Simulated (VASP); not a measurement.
OSZICAR of a VASP run on Bi₂Te₃ (tetradymite):

File OSZICAR:
```
       N       E                     dE             d eps       ncg     rms          rms(c)
DAV:   1     0.141691484833E+04    0.14169E+04   -0.61516E+04   860   0.154E+03
DAV:   2     0.128320155852E+03   -0.12886E+04   -0.12460E+04   924   0.410E+02
DAV:   3    -0.503563842408E+02   -0.17868E+03   -0.17258E+03  1052   0.172E+02
DAV:   4    -0.610955593340E+02   -0.10739E+02   -0.10562E+02   978   0.419E+01
DAV:   5    -0.616977672949E+02   -0.60221E+00   -0.59969E+00  1296   0.964E+00    0.140E+01
DAV:   6    -0.609007639137E+02    0.79700E+00   -0.16697E+00  1052   0.508E+00    0.105E+01
DAV:   7    -0.609436984601E+02   -0.42935E-01   -0.12069E+00  1040   0.316E+00    0.332E+00
DAV:   8    -0.609028427893E+02    0.40856E-01   -0.22932E-01   978   0.177E+00    0.129E+00
DAV:   9    -0.608987828976E+02    0.40599E-02   -0.40940E-02  1104   0.599E-01    0.904E-01
DAV:  10    -0.608994893631E+02   -0.70647E-03   -0.53285E-03   982   0.309E-01    0.346E-01
DAV:  11    -0.608986122226E+02    0.87714E-03   -0.26344E-03  1080   0.206E-01    0.107E-01
DAV:  12    -0.608986537432E+02   -0.41521E-04   -0.12172E-03  1010   0.759E-02    0.129E-01
DAV:  13    -0.608986708626E+02   -0.17119E-04   -0.12086E-04   984   0.279E-02    0.118E-01
DAV:  14    -0.608987050559E+02   -0.34193E-04   -0.93470E-05  1030   0.305E-02    0.364E-02
DAV:  15    -0.608986500966E+02    0.54959E-04   -0.68131E-05  1040   0.376E-02    0.140E-02
DAV:  16    -0.608986501974E+02   -0.10072E-06   -0.26748E-05   840   0.108E-02    0.911E-03
DAV:  17    -0.608986498483E+02    0.34903E-06   -0.97272E-07   592   0.409E-03
   1 F= -.60898650E+02 E0= -.60898638E+02  d E =-.608986E+02
       N       E                     dE             d eps       ncg     rms          rms(c)
DAV:   1    -0.609368211356E+02   -0.38171E-01   -0.17715E+00  1092   0.771E+00    0.116E+00
DAV:   2    -0.609074860473E+02    0.29335E-01   -0.97296E-02  1098   0.193E+00    0.485E-01
DAV:   3    -0.609007577959E+02    0.67283E-02   -0.23296E-02  1124   0.891E-01    0.124E-01
DAV:   4    -0.609003408505E+02    0.41695E-03   -0.21508E-03  1160   0.270E-01    0.803E-02
DAV:   5    -0.609003248270E+02    0.16023E-04   -0.20742E-04  1006   0.637E-02    0.428E-02
DAV:   6    -0.609003203066E+02    0.45204E-05   -0.20569E-05  1136   0.184E-02    0.347E-02
DAV:   7    -0.609003128182E+02    0.74885E-05   -0.13170E-05  1012   0.166E-02    0.644E-03
DAV:   8    -0.609003140239E+02   -0.12058E-05   -0.11878E-06   528   0.646E-03    0.302E-03
DAV:   9    -0.609003141890E+02   -0.16512E-06   -0.39836E-07   508   0.278E-03
   2 F= -.60900314E+02 E0= -.60900305E+02  d E =-.166434E-02
       N       E                     dE             d eps       ncg     rms          rms(c)
DAV:   1    -0.609042646336E+02   -0.39506E-02   -0.16833E-01  1092   0.234E+00    0.362E-01
DAV:   2    -0.609014141651E+02    0.28505E-02   -0.94459E-03  1098   0.597E-01    0.150E-01
DAV:   3    -0.609007823943E+02    0.63177E-03   -0.21848E-03  1118   0.274E-01    0.401E-02
DAV:   4    -0.609007498424E+02    0.32552E-04   -0.21411E-04  1154   0.850E-02    0.247E-02
DAV:   5    -0.609007555027E+02   -0.56603E-05   -0.20995E-05   990   0.205E-02    0.127E-02
DAV:   6    -0.609007574122E+02   -0.19095E-05   -0.15289E-06   514   0.576E-03    0.926E-03
DAV:   7    -0.609007600844E+02   -0.26722E-05   -0.15734E-06   508   0.624E-03    0.174E-03
DAV:   8    -0.609007597952E+02    0.28921E-06   -0.55308E-07   484   0.568E-03
   3 F= -.60900760E+02 E0= -.60900750E+02  d E =-.210995E-02
       N       E                     dE             d eps       ncg     rms          rms(c)
DAV:   1    -0.609018443546E+02   -0.10843E-02   -0.17013E-01  1174   0.147E+00    0.171E-01
DAV:   2    -0.609012879282E+02    0.55643E-03   -0.34026E-03  1092   0.367E-01    0.751E-02
DAV:   3    -0.609011270758E+02    0.16085E-03   -0.72443E-04  1144   0.156E-01    0.272E-02
DAV:   4    -0.609011262470E+02    0.82886E-06   -0.63051E-05  1022   0.395E-02    0.178E-02
DAV:   5    -0.609011270581E+02   -0.81115E-06   -0.49170E-06   816   0.902E-03
   4 F= -.60901127E+02 E0= -.60901117E+02  d E =-.367263E-03
```

Which electronic solver shows in the log?

It is blocked Davidson (ALGO = Normal, or the opening steps of other solvers). The INCAR had ALGO = Normal.

Can the final energy be trusted as converged?

The calculation finished and met its thresholds. It stopped with EDIFF = 1E-6, NELM = 100, NSW = 60 and EDIFFG = -0.02 after 4 ionic steps (PBEsol GGA, plane waves, VASP's PBE PAW potentials (set 64)). Without a dispersion term in the relaxation, distances and binding between the weakly bound layers, chains or molecules are unreliable, and so is what depends on them.

The compound is Bi2Te3 in the tetradymite structure. This run relaxes it. Symmetry was kept, so distortions that lower it aren't found.
